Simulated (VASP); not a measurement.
Level of theory: PW91 GGA, VASP's PBE PAW potentials (set 64) (plane waves; VASP).

VASP ran on this input.

**INCAR**
```
! general
SYSTEM =WSe2
PREC   =Accurate
ENCUT  =520
LREAL  =.FALSE.
LASPH  =.TRUE.
ICHARG =11

! electronic loop
EDIFF  =1E-7
NELM   =100
ALGO   =Normal
LMAXMIX=6

! smearing
ISMEAR =0
SIGMA  =0.05

! functional
GGA    =91

! output
LWAVE  =.FALSE.
LCHARG =.FALSE.
LORBIT =11
```

POSCAR:
```
WSe2
1
    1.6650722090    -2.8839893256    -0.0000000000
    1.6650722090     2.8839893256    -0.0000000000
   -0.0000000000    -0.0000000000    14.2498245547
W Se
2 4
Direct
  0.3333330000   0.6666670000   0.2500000000
  0.6666670000   0.3333330000   0.7500000000
  0.3333330000   0.6666670000   0.8679812136
  0.6666670000   0.3333330000   0.3679812136
  0.6666670000   0.3333330000   0.1320187864
  0.3333330000   0.6666670000   0.6320187864
```

### KPOINTS
```
k-points along high-symmetry lines
10
Line-mode
Reciprocal
  0.000000   0.000000   0.000000 ! GAMMA
  0.000000   0.500000   0.000000 ! M

  0.000000   0.500000   0.000000 ! M
 -0.333333   0.666667   0.000000 ! K

 -0.333333   0.666667   0.000000 ! K
  0.000000   0.000000   0.000000 ! GAMMA

  0.000000   0.000000   0.000000 ! GAMMA
  0.000000   0.000000   0.500000 ! A

  0.000000   0.000000   0.500000 ! A
  0.000000   0.500000   0.500000 ! L

  0.000000   0.500000   0.500000 ! L
 -0.333333   0.666667   0.500000 ! H

 -0.333333   0.666667   0.500000 ! H
  0.000000   0.000000   0.500000 ! A

  0.000000   0.500000   0.500000 ! L
  0.000000   0.500000   0.000000 ! M

 -0.333333   0.666667   0.500000 ! H
 -0.333333   0.666667   0.000000 ! K
```

POTCAR, in this order: W_sv Se (PBE.64 set). Program: vasp_std. Read from the step before: CHGCAR.

The run wrote:

**OSZICAR**
```
       N       E                     dE             d eps       ncg     rms          rms(c)
DAV:   1     0.506352483673E+03    0.50635E+03   -0.28467E+04  6332   0.160E+03
DAV:   2    -0.903451024487E+01   -0.51539E+03   -0.50467E+03  6758   0.414E+02
DAV:   3    -0.410076079896E+02   -0.31973E+02   -0.31249E+02  7016   0.919E+01
DAV:   4    -0.419441235172E+02   -0.93652E+00   -0.93315E+00  6967   0.156E+01
DAV:   5    -0.419677856237E+02   -0.23662E-01   -0.23652E-01  7347   0.243E+00
DAV:   6    -0.419683853538E+02   -0.59973E-03   -0.59952E-03  7196   0.396E-01
DAV:   7    -0.419684030622E+02   -0.17708E-04   -0.17706E-04  7366   0.681E-02
DAV:   8    -0.419684036121E+02   -0.54983E-06   -0.54980E-06  6955   0.129E-02
DAV:   9    -0.419684036364E+02   -0.24338E-07   -0.24351E-07  5396   0.268E-03
   1 F= -.41968404E+02 E0= -.41968404E+02  d E =-.150933E-11
```

### OUTCAR
```
 val. band max:        4.7530902566   @ k =   0.0000   0.0000   0.0000

 cond. band min:       6.0860135222   @ k =  -0.1852   0.3704   0.0000



 k-point     1 :       0.0000    0.0000    0.0000
  band No.  band energies     occupation
      1     -69.0044      2.00000
      2     -69.0044      2.00000
      3     -33.4581      2.00000
      4     -33.4581      2.00000
      5     -33.3585      2.00000
      6     -33.3585      2.00000
      7     -33.3585      2.00000
      8     -33.3585      2.00000
      9      -9.9670      2.00000
     10      -9.8957      2.00000
     11      -8.7811      2.00000
     12      -8.6574      2.00000
     13      -1.6133      2.00000
     14      -1.1417      2.00000
     15       1.9419      2.00000
     16       2.3530      2.00000
     17       2.3530      2.00000
     18       2.3573      2.00000
     19       2.3573      2.00000
     20       3.2966      2.00000
     21       3.4370      2.00000
     22       3.4371      2.00000
     23       3.4505      2.00000
     24       3.4505      2.00000
     25       4.0793      2.00000
     26       4.7531      2.00000
     27       7.5414      0.00000
     28       7.5471      0.00000
     29       7.5572      0.00000
     30       7.5747      0.00000
     31       7.6835      0.00000

 k-point     2 :       0.0000    0.0556    0.0000
  band No.  band energies     occupation
      1     -69.0041      2.00000
      2     -69.0041      2.00000
      3     -33.4570      2.00000
      4     -33.4569      2.00000
      5     -33.3648      2.00000
      6     -33.3648      2.00000
      7     -33.3600      2.00000
      8     -33.3600      2.00000
      9      -9.9226      2.00000
     10      -9.8515      2.00000
     11      -8.7582      2.00000
     12      -8.6360      2.00000
     13      -1.5553      2.00000
     14      -1.0838      2.00000
     15       1.8825      2.00000
     16       2.2123      2.00000
     17       2.2180      2.00000
     18       2.3959      2.00000
...
```

The density is held fixed in this step, so its total energy and stress have no physical meaning. Without a dispersion term in the relaxation, distances and binding between the weakly bound layers, chains or molecules are unreliable, and so is what depends on them. Unless said otherwise, spin-orbit coupling is left out, though it shifts the bands of the heavy elements here.

The compound is WSe2 in the 2H layered structure. It was relaxed first, which changed the volume by +13 %.
